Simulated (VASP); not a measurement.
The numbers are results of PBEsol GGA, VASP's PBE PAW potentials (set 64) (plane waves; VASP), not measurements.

VASP ran on this input.

### POSCAR
```
Dy
1
    1.7950000000    -3.1090310000     0.0000000000
    1.7950000000     3.1090310000     0.0000000000
    0.0000000000     0.0000000000     5.6500000000
Dy
2
Direct
  0.3333330000   0.6666670000   0.2500000000
  0.6666670000   0.3333330000   0.7500000000
```

### INCAR
```
SYSTEM  =  Dy
NELM  =  100   ! most electronic steps
LASPH  =  .TRUE.   ! aspherical one-centre terms
IBRION  =  2
ISIF  =  3   ! ions, shape and volume
LREAL  =  .FALSE.   ! projection in real space or not
EDIFF  =  1E-6
SIGMA  =  0.1
LCHARG  =  .FALSE.
NSW  =  60
LMAXMIX  =  6   ! l cut-off of mixed one-centre charges
ENCUT  =  400   ! plane-wave cut-off (eV)
ISMEAR  =  1   ! Methfessel-Paxton
ALGO  =  Normal   ! blocked Davidson
PREC  =  Accurate
LWAVE  =  .FALSE.
GGA  =  PS
EDIFFG  =  -0.01   ! ionic stop
```

### KPOINTS
```
Automatic mesh
0
Gamma
11 11 6
0 0 0
```

POTCAR, in this order: Dy_3 (PBE.64 set). Program: vasp_std.

The 4f electrons are frozen in the core of the lanthanide potential, so 4f levels, which can set the real gap, and their magnetism are missing. Energy and stress use the plane-wave basis of the starting cell.

**Question.** Estimate the energy per atom (σ→0), volume per atom, band gap (on the k-mesh).

**Answer.** 
| Item | Value |
|---|---|
| energy per atom (σ→0) | -4967 meV/atom |
| band gap (on the k-mesh) | none (metal, semimetal or under 0.01 eV) |
| volume per atom | 30.11 Å^3/atom |

### OSZICAR
```
...
   5 F= -.99337977E+01 E0= -.99338235E+01  d E =-.114744E-03
       N       E                     dE             d eps       ncg     rms          rms(c)
DAV:   1    -0.993528073593E+01   -0.14827E-02   -0.68890E-02  1664   0.201E+00    0.168E-01
DAV:   2    -0.993434850104E+01    0.93223E-03   -0.15875E-03  2149   0.431E-01    0.121E-01
DAV:   3    -0.993390720756E+01    0.44129E-03   -0.52487E-04  2239   0.195E-01    0.601E-02
DAV:   4    -0.993390181246E+01    0.53951E-05   -0.98511E-05  2432   0.783E-02    0.292E-02
DAV:   5    -0.993390109113E+01    0.72133E-06   -0.30641E-06  1389   0.145E-02
   6 F= -.99339011E+01 E0= -.99340234E+01  d E =-.218163E-03
```

The compound is Dy in the hcp structure. This run relaxes it. Symmetry was kept, so distortions that lower it aren't found.
